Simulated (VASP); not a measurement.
Computed with LDA (Ceperley-Alder, Perdew-Zunger), VASP's LDA PAW potentials (set 64) (plane waves; VASP).

VASP ran on this input.

### INCAR
```
ALGO  =  Normal
EDIFF  =  1E-6
EDIFFG  =  -0.01
ENCUT  =  400
IBRION  =  2
ISIF  =  3
ISMEAR  =  1
LASPH  =  .TRUE.
LCHARG  =  .FALSE.
LMAXMIX  =  4
LREAL  =  .FALSE.
LWAVE  =  .FALSE.
NELM  =  100
NSW  =  60
PREC  =  Accurate
SIGMA  =  0.1
SYSTEM  =  Nb
```

File KPOINTS:
```
Regular mesh
0
Gamma
  14 14 14
```

File POSCAR:
```
Nb
1.0
 -1.6216846870   1.6216846870   1.6216846870
  1.6216846870  -1.6216846870   1.6216846870
  1.6216846870   1.6216846870  -1.6216846870
Nb
1
Cart
  3.2433693740   0.0000000000   0.0000000000
```

POTCAR, in this order: Nb_sv (LDA.64 set). Program: vasp_std.

### Question
What does the run give for the energy per atom (σ→0), volume per atom, band gap (on the k-mesh)?

### Answer

```yaml
energy per atom (σ→0): -11.248 eV/atom
band gap (on the k-mesh): none (metal, semimetal or under 0.01 eV)
volume_per_atom: 17.04 Å³/atom
```

**OSZICAR**
```
...
       N       E                     dE             d eps       ncg     rms          rms(c)
DAV:   1    -0.112480165233E+02   -0.51504E-03   -0.15093E-02  2524   0.203E+00    0.186E-01
DAV:   2    -0.112475648228E+02    0.45170E-03   -0.11127E-03  3148   0.494E-01    0.489E-02
DAV:   3    -0.112475172574E+02    0.47565E-04   -0.35088E-04  3218   0.220E-01    0.315E-02
DAV:   4    -0.112475280584E+02   -0.10801E-04   -0.11401E-05  2902   0.338E-02    0.172E-02
DAV:   5    -0.112475373395E+02   -0.92812E-05   -0.27905E-05  3592   0.378E-02    0.613E-03
DAV:   6    -0.112475371585E+02    0.18100E-06   -0.44073E-07  1232   0.844E-03
   3 F= -.11247537E+02 E0= -.11247677E+02  d E =-.712611E-05
```

The structure comes from a computed database's Nb entry (Im-3m); how it stands against other phases isn't given here. This run relaxes it. Symmetry was kept, so distortions that lower it aren't found. The start is the result of an earlier pass.
